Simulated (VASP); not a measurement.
Pr (relaxed from the simple-cubic structure, space group Pm-3m): computed properties

Computed with PBEsol GGA, VASP's PBE PAW potentials (set 64) (plane waves; VASP 6.6.1).

For Pr, the space group is Pm-3m (221) and the cell is a = b = c = 3.247 Å, α = β = γ = 90.00°. The volume per atom comes out as 34.23 Å³/atom and the band gap (over mesh and band path) is none (metal, semimetal or under 0.01 eV). The density comes out as 6.84 g/cm³.

```xyz
1
Lattice="3.2470 0.0000 0.0000 0.0000 3.2470 0.0000 0.0000 0.0000 3.2470" Properties=species:S:1:pos:R:3 pbc="T T T"
Pr     0.0000     0.0000     0.0000
```

The 4f electrons are frozen in the core of the lanthanide potential, so 4f levels, which can set the real gap, and their magnetism are missing.

The structure was generated: Pr was put into the simple-cubic type (Pm-3m), which need not be its known phase. It was relaxed first, which changed the volume by -11 %. Symmetry was kept, so distortions that lower it aren't found.
